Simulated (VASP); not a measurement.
An input for Quantum ESPRESSO's pw.x (written as the equivalent of a VASP run, and not itself run):

```
&CONTROL
  calculation = 'scf'
  pseudo_dir = './pseudo'
  outdir = './out'
  tprnfor = .true.
  tstress = .true.
/
&SYSTEM
  ibrav = 0
  nat = 1
  ntyp = 1
  ecutwfc = 90
  occupations = 'tetrahedra'
  input_dft = 'vdw-df-ob86'
  nspin = 2
  starting_magnetization(1) = 0.21
/
&ELECTRONS
  conv_thr = 7.3e-09
  electron_maxstep = 100
/
ATOMIC_SPECIES
  Fe 55.845 Fe.upf
CELL_PARAMETERS angstrom
    -1.4017639    1.4017639    1.4017639
     1.4017639   -1.4017639    1.4017639
     1.4017639    1.4017639   -1.4017639
ATOMIC_POSITIONS crystal
  Fe   0.0000000  0.0000000  0.0000000
K_POINTS automatic
  20 20 20 0 0 0
```

Question: Write the VASP files for the same calculation (optB86b-vdW).

Answer: This is not unique; one that fits is 
INCAR:
```
SYSTEM  =  Fe
PREC  =  Accurate; ENCUT  =  520; LREAL  =  .FALSE.
LASPH  =  .TRUE.
EDIFF  =  1E-7; NELM  =  100; ALGO  =  Normal
LMAXMIX  =  4
ISMEAR  =  -5
GGA  =  MK; LUSE_VDW  =  .TRUE.; AGGAC  =  0.0
PARAM1  =  0.1234; PARAM2  =  1.0
ISPIN  =  2; MAGMOM  =  2.1
ISIF  =  2
LWAVE  =  .FALSE.; LCHARG  =  .TRUE.; LORBIT  =  11
NEDOS  =  601
```

### KPOINTS
```
Automatic mesh
0
Gamma
20 20 20
0 0 0
```

### POSCAR
```
Fe
1
   -1.4017638984     1.4017638984     1.4017638984
    1.4017638984    -1.4017638984     1.4017638984
    1.4017638984     1.4017638984    -1.4017638984
Fe
1
Direct
  0.0000000000   0.0000000000   0.0000000000
```

POTCAR, in this order: Fe (PBE.64 set). Program: vasp_std.

The two are equivalent in intent, not identical: the potentials are each code's own (VASP's PAW set, PseudoDojo norm-conserving files in pw.x), so ENCUT and ecutwfc are chosen apart and not converted; conv_thr bounds pw.x's estimated SCF error, while EDIFF bounds the energy change between steps; starting_magnetization is a fraction of the valence charge and MAGMOM a moment in μB, so they match only roughly.

The compound is Fe in the bcc structure. It was relaxed first, which changed the volume by -7 %.
